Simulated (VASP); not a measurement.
A convergence study with VASP on GaAs (zinc blende): one setting is varied, all else stays as given below, so the limit is that of these other settings.

```
GaAs
1.0
    0.00000     2.82500     2.82500
    2.82500     0.00000     2.82500
    2.82500     2.82500     0.00000
Ga As
1 1
Cartesian
  0.00000   0.00000   0.00000
  1.41250   1.41250   1.41250
```

These are PBEsol GGA, VASP's PBE PAW potentials (set 64) (plane waves; VASP 6.6.1) values and carry that method's errors. The tightest run used: 550 eV cut-off, 17×17×17 Γ-centred mesh, Gaussian smearing of 0.050 eV, potentials Ga_d As.

The settings run are 1×1×1 mesh; 2×2×2 mesh; 3×3×3 mesh; 4×4×4 mesh; 5×5×5 mesh; 6×6×6 mesh; 7×7×7 mesh; 8×8×8 mesh; 9×9×9 mesh; 10×10×10 mesh; 11×11×11 mesh; 12×12×12 mesh; 13×13×13 mesh; 14×14×14 mesh; 15×15×15 mesh; 16×16×16 mesh; 17×17×17 mesh. From which on does the energy per atom stay within 0.002 eV/atom of the tightest run?

From 9×9×9 mesh on: it is off by 0.0013 there and by no more than 0.002 in any finer run, while 8×8×8 mesh is off by 0.0027.
```csv
setting,E (eV/atom),pressure (GPa),irreducible k-points,difference judged (eV/atom)
1×1×1 mesh,4.5105,47.27,1,9.0568
2×2×2 mesh,-3.2970,6.46,3,1.2492
3×3×3 mesh,-4.2433,1.71,4,0.3029
4×4×4 mesh,-4.4526,0.76,8,0.0936
5×5×5 mesh,-4.5127,0.53,10,0.0335
6×6×6 mesh,-4.5328,0.45,16,0.0134
7×7×7 mesh,-4.5404,0.46,20,0.0058
8×8×8 mesh,-4.5435,0.46,29,0.0027
9×9×9 mesh,-4.5449,0.48,35,0.0013
10×10×10 mesh,-4.5455,0.48,47,0.0007
11×11×11 mesh,-4.5459,0.49,56,0.0004
12×12×12 mesh,-4.5460,0.49,72,0.0002
13×13×13 mesh,-4.5461,0.49,84,0.0001
14×14×14 mesh,-4.5462,0.50,104,0.0001
15×15×15 mesh,-4.5462,0.50,120,0.0000
16×16×16 mesh,-4.5462,0.50,145,0.0000
17×17×17 mesh,-4.5462,0.50,165,0.0000
```

Left out are rungs that failed or repeat a setting and relaxations that didn't move; long series are thinned to 24 rows.

The compound is GaAs in the zinc blende structure. The cell was not relaxed at this level.
